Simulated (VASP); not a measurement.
All values below come from revPBE GGA, VASP's PBE PAW potentials (set 64) (plane waves; VASP). For the first row: Settings: 520 eV cut-off, 13×13×13 Γ-centred mesh, first-order Methfessel-Paxton smearing of 0.10 eV, potentials Si Mo_sv.

```csv
system,energy (eV/atom)
MoSi2 (MoSi2 type),-7.4449
Si (diamond),-5.2141
Mo (bcc),-10.4881
```

The references are the elements' solids at the same level; no temperature or zero-point terms are added.

Task: What is the formation energy per atom of MoSi$_{2}$?

Result: The references average (2×(-5.2141) + 1×(-10.4881))/3 = -6.9721 eV, so the formation energy is -7.4449 − (-6.9721) = -0.473 eV/atom.
